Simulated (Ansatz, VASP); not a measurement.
Two plane-wave programs on Mg2NCl

INCAR

```
SYSTEM = Mg2NCl
  PREC = Accurate
  ENCUT = 520
  EDIFF = 1E-6
  ISMEAR = 0
  SIGMA = 0.05
  LREAL = .FALSE.
  LASPH = .TRUE.
  NELM = 60
  ALGO = Fast
  ISIF = 2
  LWAVE = .FALSE.
  LCHARG = .FALSE.
  GGA = PE
  NBANDS = 16
```

Contents of KPOINTS:

```
regular mesh
0
G
  9 9 9
  0 0 0
```

File POSCAR:

```
Mg2NCl
1.0
    1.6606666161      0.9587863178      6.0029770000
   -1.6606666161      0.9587863178      6.0029770000
    0.0000000000     -1.9175726357      6.0029770000
Mg N Cl
2 1 1
Direct
    0.2228150000      0.2228150000      0.2228150000
    0.7771850000      0.7771850000      0.7771850000
    0.5000000000      0.5000000000      0.5000000000
    0.0000000000      0.0000000000      0.0000000000
```

Input for Ansatz:

```yaml
crystal:
  lattice:
    - [1.6606666161, 0.9587863178, 6.002977]
    - [-1.6606666161, 0.9587863178, 6.002977]
    - [0.0, -1.9175726357, 6.002977]
  atoms:
    - { symbol: Mg, position: [0.222815, 0.222815, 0.222815] }
    - { symbol: Mg, position: [0.777185, 0.777185, 0.777185] }
    - { symbol: "N", position: [0.5, 0.5, 0.5] }
    - { symbol: Cl, position: [0.0, 0.0, 0.0] }
basis:
  ecutwfc: 420
kpoints:
  mp_grid: { grid: [9, 9, 9] }
hamiltonian:
  xc: pbe
scf:
  occupations: { method: gaussian, width: 0.05 }
output:
  forces: true
  stress: true
  eigenvalues: true
```

The cell comes from a database or a generator and needn't be the stable form of this composition.

Alike in both runs: task single point; functional PBE; k mesh 9 × 9 × 9; occupations gaussian, width 0.05 eV; no spin polarisation.

|  | VASP | Ansatz |
| --- | --- | --- |
| version | VASP 6.6.1 | Ansatz 0.2.0 |
| potentials or method | VASP PAW PBE potentials, release 64 (Mg, N, Cl) | scalar-relativistic, plane waves, PAW |
| plane-wave cutoff (eV) | 520 | 420 |
| valence electrons in the cell | 16 | 32 |

Ansatz gave:

| Quantity | Value |
| --- | --- |
| gap on the k mesh at the Fermi level (eV) | 2.25 |
| least direct gap on the mesh (eV) | 2.25 |
| pressure (GPa) | -0.1 |
| largest component of the traceless stress (GPa) | 0.14 |
| rms of the force components (eV/Å) | 0.004 |

Question: Estimate VASP's values.

Answer: gap on the k mesh at the Fermi level (eV): 2.20; least direct gap on the mesh (eV): 2.20; pressure (GPa): -0.4; largest component of the traceless stress (GPa): 0.03; rms of the force components (eV/Å): 0.024.

Atom by atom the forces differ by 0.020 eV/Å (rms over components). The two sets of potentials don't hold the same shells in valence.

Caveats: an odd mesh through Γ misses points on the zone boundary, where band edges often lie. Expect the measured gap to be larger: semilocal functionals such as PBE lack the derivative discontinuity.
